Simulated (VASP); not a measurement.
# GW on NaCl (Halite): a test of the settings

How far does the GW correction to the gap of NaCl (Halite) depend on the settings? The starting structure is a measured crystal structure from the Crystallography Open Database. Cell and atoms stay as given.

Main program and level: VASP 6.6.1; GW on LDA orbitals, with plane waves and PAW data sets made for GW.

## (1) The starting structure

Symmetry: Fm-3m, No. 225, cubic system. The conventional cell has a = 5.641 Å, b = 5.641 Å, c = 5.641 Å, α = 90.00°, β = 90.00°, γ = 90.00°. Cl has 6 Na at 2.82 Å nearest. Na has 6 Cl at 2.82 Å nearest. Farther neighbours and most contacts between anions are not listed.

As a file:

```
Cl Na
1.0
     0.00000    2.82028    2.82028
     2.82028    0.00000    2.82028
     2.82028    2.82028    0.00000
Cl Na
1 1
Direct
  0.50000 0.50000 0.50000
  0.00000 0.00000 0.00000
```

## (2) G0W0 (response cutoff 100 eV, 4×4×4 mesh)

It reads the orbitals and their derivatives (WAVECAR and WAVEDER) of a run with the empty bands, which follows a ground-state run; neither is shown.

Input file INCAR:

```
SYSTEM = NaCl
PREC = Accurate
ENCUT = 400
ISMEAR = 0
SIGMA = 0.01
LREAL = .FALSE.
GGA = CA
NBANDS = 104
ALGO = EVGW0
NELMGW = 1
ENCUTGW = 100
NOMEGA = 40
PRECFOCK = Fast
NBANDSGW = 16
LWAVE = .FALSE.
LCHARG = .FALSE.
```

Input file POSCAR:

```
NaCl
1.0
    0.0000000000      2.8202800000      2.8202800000
    2.8202800000      0.0000000000      2.8202800000
    2.8202800000      2.8202800000      0.0000000000
Cl Na
1 1
Direct
    0.5000000000      0.5000000000      0.5000000000
    0.0000000000      0.0000000000      0.0000000000
```

Input file KPOINTS:

```
Automatic mesh
0
Gamma
4 4 4
0 0 0
```

PAW data sets: Cl_GW and Na_sv_GW (LDA family, release 64).

Run with:

```bash
$ mpirun -np 4 vasp_std
```

The program printed:

```text
[banner, memory and clock lines left out]
running    4 mpi-ranks, on    1 nodes
 distrk:  each k-point on    4 cores,    1 groups
 distr:  one band on    1 cores,    4 groups

 POSCAR found type information on POSCAR ClNa
 POSCAR found :  2 types and       2 ions
|                                                                             |
|           W    W    AA    RRRRR   N    N  II  N    N   GGGG   !!!           |
|           W    W   A  A   R    R  NN   N  II  NN   N  G    G  !!!           |
|           W    W  A    A  R    R  N N  N  II  N N  N  G       !!!           |
|           W WW W  AAAAAA  RRRRR   N  N N  II  N  N N  G  GGG   !            |
|           WW  WW  A    A  R   R   N   NN  II  N   NN  G    G                |
|           W    W  A    A  R    R  N    N  II  N    N   GGGG   !!!           |
|                                                                             |
|     The default for ENCUTGWSOFT is different in this version of VASP.       |
|     please manually set ENCUTGWSOFT =100 in the INCAR file.                 |
|                                                                             |

 LDA part: xc-table for (Slater(with rela. corr.)+CA(PZ))
 , standard interpolation
 found WAVECAR, reading the header
 POSCAR, INCAR and KPOINTS ok, starting setup
 FFT: planning ... GRIDC
 FFT: planning ... GRID_SOFT
 FFT: planning ... GRID
 reading WAVECAR
 the WAVECAR file was read successfully
 initial charge from wavefunction
 available memory per node:    162.13 GB, setting MAXMEM to    166024

 The Fermi energy was updated, please check that it is located mid-gap
 values below the HOMO (VB) or above the LUMO (CB) will cause erroneous energies
 E-fermi :   1.2165

 calculate exact exchange contribution
 the WAVEDER file was read successfully
energies w=
    0.000    0.000    1.921    0.000    3.832    0.000    5.724    0.000
    7.588    0.000    9.420    0.000   11.215    0.000   12.972    0.000
   14.693    0.000   16.379    0.000   18.035    0.000   19.665    0.000
   21.276    0.000   22.874    0.000   24.468    0.000   26.064    0.000
   27.673    0.000   29.304    0.000   30.967    0.000   32.675    0.000
   34.442    0.000   36.282    0.000   38.213    0.000   40.258    0.000
   42.439    0.000   44.790    0.000   47.346    0.000   50.154    0.000
   53.275    0.000   56.785    0.000   60.785    0.000   65.410    0.000
   70.847    0.000   77.358    0.000   85.327    0.000   95.331    0.000
  108.291    0.000  125.753    0.000  150.548    0.000  188.445    0.000
 responsefunction array rank=     116
 LDA part: xc-table for (Slater(with rela. corr.)+CA(PZ))
 , standard interpolation

 min. memory requirement per mpi rank     99.1 MB, per node    396.4 MB

 allocating  10 responsefunctions rank=   116
 shmem allocating  40 responsefunctions rank=   116
 response function shared by NCSHMEM nodes    1
 Doing           10  frequencies on each core in blocks of           40
NQ=   1    0.0000    0.0000    0.0000,
|.........|.........|.........|.........|.........|.........|.........|.........
 performed        124000 updates of chi_q(r,r)
 total number of BLAS operations         12.76 Gflops
NQ=   2    0.2500    0.0000    0.0000,
|.........|.........|.........|.........|.........|.........|.........|.........
 performed        368000 updates of chi_q(r,r)
 total number of BLAS operations         31.57 Gflops
NQ=   3    0.5000    0.0000    0.0000,
|.........|.........|.........|.........|.........|.........|.........|.........
 performed        552000 updates of chi_q(r,r)
 total number of BLAS operations         48.81 Gflops
NQ=   4    0.2500    0.2500    0.0000,
|.........|.........|.........|.........|.........|.........|.........|.........
 performed        773000 updates of chi_q(r,r)
 total number of BLAS operations         66.88 Gflops
NQ=   5    0.5000    0.2500    0.0000,
|.........|.........|.........|.........|.........|.........|.........|.........
 performed       1070000 updates of chi_q(r,r)
 total number of BLAS operations         90.72 Gflops
NQ=   6   -0.2500    0.2500    0.0000,
|.........|.........|.........|.........|.........|.........|.........|.........
 performed       1334000 updates of chi_q(r,r)
 total number of BLAS operations        110.65 Gflops
NQ=   7    0.5000    0.5000    0.0000,
|.........|.........|.........|.........|.........|.........|.........|.........
 performed       1505000 updates of chi_q(r,r)
 total number of BLAS operations        126.65 Gflops
NQ=   8   -0.2500    0.5000    0.2500,
|.........|.........|.........|.........|.........|.........|.........|.........
 performed       1729000 updates of chi_q(r,r)
 total number of BLAS operations        144.63 Gflops
 resolving degeneracies of screened two electron integrals

 calculate QP shifts <psi_nk| G(iteration)W_0 |psi_nk>: iteration 1
 entering main loop
```

The job ended after 28 s (4 MPI ranks of AMD EPYC 7R43, shared host; peak memory 0.54 GiB; 1.8 min of CPU time).

Lines that name or quote the potential files are left out of all logs, and their timing lines are given in words.

Parts of OUTCAR (step 2):

```text
ion  position               nearest neighbor table
   1  0.500  0.500  0.500-
   2  0.000  0.000  0.000-

  LATTYP: Found a face centered cubic cell.
 ALAT       =     5.6405600000

 Subroutine GETGRP returns: Found 48 space group operations
 (whereof 48 operations were pure point group operations)

The static configuration has the point symmetry O_h .

 Found      8 irreducible k-points:

   k-points           NKPTS =      8   k-points in BZ     NKDIM =     64   number of bands    NBANDS=    104

   dimension x,y,z NGX =    28 NGY =   28 NGZ =   28
   dimension x,y,z NGXF=    56 NGYF=   56 NGZF=   56

   ENCUT  =  400.0 eV  29.40 Ry    5.42 a.u.   6.50  6.50  6.50*2*pi/ulx,y,z

   NELECT =      16.0000    total number of electrons

  energy-cutoff  :      400.00
  volume of cell :       44.86
      direct lattice vectors                 reciprocal lattice vectors
     0.000000000  2.820280000  2.820280000    -0.177287362  0.177287362  0.177287362
     2.820280000  0.000000000  2.820280000     0.177287362 -0.177287362  0.177287362
     2.820280000  2.820280000  0.000000000     0.177287362  0.177287362 -0.177287362

 k-points in reciprocal lattice and weights: Automatic mesh
   0.00000000  0.00000000  0.00000000       0.016
   0.25000000  0.00000000  0.00000000       0.125
   0.50000000  0.00000000  0.00000000       0.062
   0.25000000  0.25000000  0.00000000       0.094
   0.50000000  0.25000000  0.00000000       0.375
  -0.25000000  0.25000000  0.00000000       0.188
   0.50000000  0.50000000  0.00000000       0.047
  -0.25000000  0.50000000  0.25000000       0.094

 E-fermi :   1.2165

 QP shifts <psi_nk| G(iteration)W_0 |psi_nk>: iteration 1
 for sc-GW calculations column KS-energies equals QP-energies in previous step
 and V_xc(KS)=  KS-energies - (<T + V_ion + V_H > + <T+V_H+V_ion>^1  + <V_x>^1)
 k-point   1 :       0.0000    0.0000    0.0000
  band No.  KS-energies  QP-energies   sigma(KS)   V_xc(KS)     V^pw_x(r,r')   Z            occupation Imag(sigma)
    ...
      5     -13.7134     -15.1592     -16.8673     -14.8501     -24.1257       0.7167       2.0000       1.7894
      6      -1.1345      -2.7750     -16.6134     -14.5462     -18.7853       0.7936       2.0000       0.2474
      7      -1.1345      -2.7750     -16.6134     -14.5462     -18.7853       0.7936       2.0000       0.2474
      8      -1.1345      -2.7750     -16.6134     -14.5462     -18.7853       0.7936       2.0000       0.2474
      9       3.5676       4.9236      -7.1594      -8.7632      -4.1798       0.8454       0.0000      -0.1919
     10       9.6170      11.2216      -6.7402      -8.6576      -3.4318       0.8369       0.0000      -0.2518
     11       9.6170      11.2216      -6.7402      -8.6576      -3.4318       0.8369       0.0000      -0.2518
     12       9.6170      11.2216      -6.7402      -8.6576      -3.4318       0.8369       0.0000      -0.2518
    ...

 k-point   2 :       0.2500    0.0000    0.0000
  band No.  KS-energies  QP-energies   sigma(KS)   V_xc(KS)     V^pw_x(r,r')   Z            occupation Imag(sigma)
    ...
      5     -13.5425     -14.9770     -17.0797     -15.0784     -24.3092       0.7168       2.0000       1.7364
      6      -2.2950      -4.0390     -15.3033     -13.0932     -17.5111       0.7891       2.0000       0.2855
      7      -1.2759      -2.9413     -16.4625     -14.3640     -18.6489       0.7936       2.0000       0.2518
      8      -1.2759      -2.9413     -16.4625     -14.3640     -18.6489       0.7936       2.0000       0.2518
      9       5.0658       6.4755      -7.6817      -9.3683      -4.6553       0.8358       0.0000      -0.2067
     10       8.5107      10.0176      -7.0546      -8.8681      -3.7740       0.8309       0.0000      -0.2591
     11       9.8830      11.5791      -7.2305      -9.2693      -3.8749       0.8319       0.0000      -0.2622
     12       9.8830      11.5791      -7.2305      -9.2693      -3.8749       0.8319       0.0000      -0.2622
    ...

 k-point   3 :       0.5000    0.0000    0.0000
  band No.  KS-energies  QP-energies   sigma(KS)   V_xc(KS)     V^pw_x(r,r')   Z            occupation Imag(sigma)
    ...
      5     -13.3609     -14.7881     -17.3123     -15.3319     -24.5145       0.7207       2.0000       1.6814
      6      -3.1530      -5.0245     -14.7279     -12.3478     -17.0852       0.7863       2.0000       0.3329
      7      -1.4085      -3.0958     -16.3338     -14.2044     -18.5384       0.7924       2.0000       0.2567
      8      -1.4085      -3.0958     -16.3338     -14.2044     -18.5384       0.7924       2.0000       0.2567
      9       5.7379       7.0880      -6.7014      -8.3018      -3.6897       0.8436       0.0000      -0.2084
     10       9.1356      10.8915      -8.8663     -11.0320      -5.2592       0.8107       0.0000      -0.3326
     11       9.4481      11.1892      -7.5220      -9.6101      -4.2208       0.8338       0.0000      -0.2522
     12       9.4481      11.1892      -7.5220      -9.6101      -4.2208       0.8338       0.0000      -0.2522
    ...

 k-point   4 :       0.2500    0.2500    0.0000
  band No.  KS-energies  QP-energies   sigma(KS)   V_xc(KS)     V^pw_x(r,r')   Z            occupation Imag(sigma)
    ...
      5     -13.5013     -14.9291     -17.0985     -15.1091     -24.3237       0.7177       2.0000       1.7257
      6      -2.2610      -4.0066     -15.3221     -13.1119     -17.5310       0.7898       2.0000       0.2842
      7      -1.4664      -3.1548     -16.3222     -14.1864     -18.5287       0.7905       2.0000       0.2576
      8      -1.4664      -3.1548     -16.3222     -14.1864     -18.5287       0.7905       2.0000       0.2576
      9       5.5778       7.0742      -8.0432      -9.8386      -4.9545       0.8335       0.0000      -0.2154
     10       7.6145       8.9904      -6.0997      -7.7323      -2.9794       0.8428       0.0000      -0.2253
     11       9.3170      11.0452      -7.5924      -9.6707      -4.2151       0.8316       0.0000      -0.2695
     12      10.9369      12.6374      -7.4219      -9.4843      -3.8752       0.8245       0.0000      -0.3152
    ...

[... 4 further parts left out ...]
```

G0W0 (response cutoff 100 eV, 4×4×4 mesh): the quasiparticle gap on this mesh is 7.699 eV, +2.997 eV from the LDA gap on the same points, with 104 bands.

## (3) G0W0 (response cutoff 160 eV, 4×4×4 mesh)

It reads the orbitals and their derivatives (WAVECAR and WAVEDER) of a run with the empty bands, which follows a ground-state run; neither is shown.

INCAR, as its differences from that of step 2:

```diff
@@ -7,6 +7,6 @@
 GGA = CA
-NBANDS = 104
+NBANDS = 208
 ALGO = EVGW0
 NELMGW = 1
-ENCUTGW = 100
+ENCUTGW = 160
 NOMEGA = 40
```

POSCAR is that of step 2.

KPOINTS is that of step 2.

Run with:

```bash
$ mpirun -np 4 vasp_std
```

The program printed:

```text
[banner, memory and clock lines left out]
running    4 mpi-ranks, on    1 nodes
[...]
|                                                                             |
|           W    W    AA    RRRRR   N    N  II  N    N   GGGG   !!!           |
|           W    W   A  A   R    R  NN   N  II  NN   N  G    G  !!!           |
|           W    W  A    A  R    R  N N  N  II  N N  N  G       !!!           |
|           W WW W  AAAAAA  RRRRR   N  N N  II  N  N N  G  GGG   !            |
|           WW  WW  A    A  R   R   N   NN  II  N   NN  G    G                |
|           W    W  A    A  R    R  N    N  II  N    N   GGGG   !!!           |
|                                                                             |
|     The default for ENCUTGWSOFT is different in this version of VASP.       |
|     please manually set ENCUTGWSOFT =160 in the INCAR file.                 |
|                                                                             |

 LDA part: xc-table for (Slater(with rela. corr.)+CA(PZ))
[...]
total number of BLAS operations        368.25 Gflops
NQ=   4    0.2500    0.2500    0.0000,
|.........|.........|.........|.........|.........|.........|.........|.........
 performed       1583000 updates of chi_q(r,r)
 total number of BLAS operations        515.50 Gflops
NQ=   5    0.5000    0.2500    0.0000,
|.........|.........|.........|.........|.........|.........|.........|.........
 performed       2187000 updates of chi_q(r,r)
 total number of BLAS operations        730.68 Gflops
NQ=   6   -0.2500    0.2500    0.0000,
|.........|.........|.........|.........|.........|.........|.........|.........
 performed       2724000 updates of chi_q(r,r)
 total number of BLAS operations        920.35 Gflops
NQ=   7    0.5000    0.5000    0.0000,
|.........|.........|.........|.........|.........|.........|.........|.........
 performed       3075000 updates of chi_q(r,r)
 total number of BLAS operations       1039.58 Gflops
NQ=   8   -0.2500    0.5000    0.2500,
|.........|.........|.........|.........|.........|.........|.........|.........
 performed       3532000 updates of chi_q(r,r)
 total number of BLAS operations       1198.01 Gflops
 resolving degeneracies of screened two electron integrals

 calculate QP shifts <psi_nk| G(iteration)W_0 |psi_nk>: iteration 1
 entering main loop
[key lines of the parts left out:]
E-fermi :   1.2165
```

Wall time 94 s (4 MPI ranks); peak memory 0.76 GiB; 6.2 min of CPU time.

OUTCAR, selected parts (step 3):

```text
 QP shifts <psi_nk| G(iteration)W_0 |psi_nk>: iteration 1
 for sc-GW calculations column KS-energies equals QP-energies in previous step
 and V_xc(KS)=  KS-energies - (<T + V_ion + V_H > + <T+V_H+V_ion>^1  + <V_x>^1)
 k-point   1 :       0.0000    0.0000    0.0000
  band No.  KS-energies  QP-energies   sigma(KS)   V_xc(KS)     V^pw_x(r,r')   Z            occupation Imag(sigma)
    ...
      5     -13.7134     -15.3981     -17.2103     -14.8501     -24.1257       0.7138       2.0000       1.7868
      6      -1.1345      -3.0036     -16.9098     -14.5462     -18.7853       0.7908       2.0000       0.2426
      7      -1.1345      -3.0036     -16.9098     -14.5462     -18.7853       0.7908       2.0000       0.2426
      8      -1.1345      -3.0036     -16.9098     -14.5462     -18.7853       0.7908       2.0000       0.2426
      9       3.5676       4.8506      -7.2447      -8.7632      -4.1798       0.8449       0.0000      -0.1931
     10       9.6170      11.1317      -6.8468      -8.6576      -3.4318       0.8365       0.0000      -0.2536
     11       9.6170      11.1317      -6.8468      -8.6576      -3.4318       0.8365       0.0000      -0.2536
     12       9.6170      11.1317      -6.8468      -8.6576      -3.4318       0.8365       0.0000      -0.2536
    ...

[... 1 part as in an earlier step ...]

[... 2 further parts left out ...]
[key lines of the parts left out:]
E-fermi :   1.2165
```

G0W0 (response cutoff 160 eV, 4×4×4 mesh): the quasiparticle gap on this mesh is 7.854 eV, +3.152 eV from the LDA gap on the same points, with 208 bands.

[end of part 1 of 3]

[Lines on the potential files, build, host, timing and source positions are cut from VASP's logs without a mark.]

[Logs are printed without paths, hosts, clocks, repeated set-up lines and the standing remarks that a program may print on its own settings, such as how far it seeks lower states.]

[Hosts, paths, dates, database ids (printed as entryN), source tags and the programs' standing remarks are cut or masked in the printed files.]
